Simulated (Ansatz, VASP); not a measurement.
## One calculation of ZnHgO2, two programs

```
CELL_PARAMETERS angstrom
3.32639 0.00000 0.00000
0.00000 3.32639 0.00000
0.00000 0.00000 5.19307
ATOMIC_POSITIONS crystal
Zn 0.00000 0.00000 0.00000
O 0.00000 0.50000 0.20343
O 0.50000 0.00000 0.79657
Hg 0.50000 0.50000 0.50000
```

The cell was built by a generator and needn't be a form met in nature.

Alike in both runs: task single point; functional PBE; k mesh 6 × 6 × 4; occupations fermi-dirac, width 0.02 eV; no spin polarisation.

|  | VASP | Ansatz |
| --- | --- | --- |
| version | VASP 6.6.1 | Ansatz 0.2.0 |
| potentials or method | VASP PAW PBE potentials, release 64 (Zn, O, Hg) | plane waves, PAW |
| plane-wave cutoff (eV) | 520 | 420 |
| valence electrons in the cell | 36 | 44 |

```csv
,VASP,Ansatz,Ansatz less VASP
pressure (GPa),6.0,4.9,-1.06
largest component of the traceless stress (GPa),0.28,0.16,-0.127
rms of the force components (eV/Å),0.005,0.007,+0.0023
```

The two sets of potentials don't hold the same shells in valence.

The runs have no spin-orbit coupling, so splittings on Hg are missing.
